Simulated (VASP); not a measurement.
# AgRh: equation of state with LDA

AgRh:

```xyz
2
Lattice="2.7027 0.0000 0.0000 -1.3513 2.3406 0.0000 0.0000 0.0000 4.6286" Properties=species:S:1:pos:R:3 pbc="T T T"
Ag    0.0000    0.0000    2.3143
Rh    1.3513    0.7802    0.0000
```

The cell comes from a database or a generator and needn't be the stable form of this composition.

- Program: VASP 6.6.1
- Task: equation of state
- Functional: LDA
- Potentials or basis: VASP PAW LDA potentials, release 64 (Ag, Rh_pv)
- Cutoff: 520 eV
- k mesh: 10 × 10 × 6
- Occupations: fermi-dirac, width 0.05 eV
- Spin: no spin polarisation
- Ladder: gaps
- Further INCAR settings: ALGO = Normal; EDIFF = 1e-06

| Item | Value |
| --- | --- |
| Equilibrium volume | 14.65 Å³/atom |
| Bulk modulus at fixed shape and positions | 209 GPa |
| Pressure derivative of the bulk modulus | 5.4 (rough: it moves with the points fitted) |

Energy against volume, from the lowest point:
| volume (Å³/atom) | energy (meV/atom) |
| --- | --- |
| 14.054 | 17.15 |
| 14.347 | 4.21 |
| 14.640 | 0.00 |
| 14.933 | 3.45 |
| 15.226 | 13.66 |

All runs of the series together: 78 s on 1 thread of Intel(R) Xeon(R) Platinum 8488C (Sapphire Rapids), with other jobs on the host.

Caveat: the cell was scaled at fixed shape and fractional positions, which overstates the stiffness of a crystal with free parameters, most of all of layers and chains.
